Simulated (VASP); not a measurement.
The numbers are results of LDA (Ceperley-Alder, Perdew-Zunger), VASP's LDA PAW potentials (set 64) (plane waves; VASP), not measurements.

A VASP calculation is set up with these files.

File POSCAR:
```
LiF
2.8230320
  0.0000000000   0.7071067561   0.7071067561
  0.7071067561   0.0000000000   0.7071067561
  0.7071067561   0.7071067561   0.0000000000
Li F
1 1
Cart
  0.0000000000   0.0000000000   0.0000000000
  0.7071067561   0.7071067561   0.7071067561
```

**KPOINTS**
```
Automatic mesh
0
Gamma
14 14 14
0 0 0
```

INCAR:
```
! general
SYSTEM = LiF
PREC   = Accurate
ENCUT  = 460
LREAL  = .FALSE.
LASPH  = .TRUE.

! electronic loop
EDIFF  = 1E-6
NELM   = 100
ALGO   = Normal

! smearing
ISMEAR = 0
SIGMA  = 0.01

! ions
ISIF   = 2

! output
LWAVE  = .FALSE.
LCHARG = .FALSE.
```

POTCAR, in this order: Li_sv F (LDA.64 set). Program: vasp_std.

At this cut-off the stress carries a Pulay error, which pulls relaxed volumes low.

Question: Predict the energy per atom (σ→0), pressure.

Answer: 
```json
{
 "energy per atom (σ→0)": "-5.248 eV/atom",
 "pressure": "-7.37 GPa"
}
```

OSZICAR:
```
...
DAV:   5    -0.109864778255E+02   -0.36600E-04   -0.36600E-04  2491   0.124E-01    0.419E+00
DAV:   6    -0.105135509644E+02    0.47293E+00   -0.24674E+00  1915   0.120E+01    0.135E+00
DAV:   7    -0.105022560912E+02    0.11295E-01   -0.16326E-02  2529   0.140E+00    0.789E-01
DAV:   8    -0.104966691428E+02    0.55869E-02   -0.92523E-03  2774   0.127E+00    0.828E-02
DAV:   9    -0.104966717861E+02   -0.26433E-05   -0.54385E-04  2020   0.264E-01    0.338E-02
DAV:  10    -0.104966847409E+02   -0.12955E-04   -0.37789E-05  2150   0.574E-02    0.411E-03
DAV:  11    -0.104966844027E+02    0.33813E-06   -0.74837E-07  1787   0.112E-02
   1 F= -.10496684E+02 E0= -.10496684E+02  d E =-.487521E-33
```

The structure comes from a computed database's LiF entry; how it stands against other phases isn't given here. The cell was not relaxed at this level. The run is one of a series of settings (ENCUT = 460 against the base run), some of them coarse on purpose.
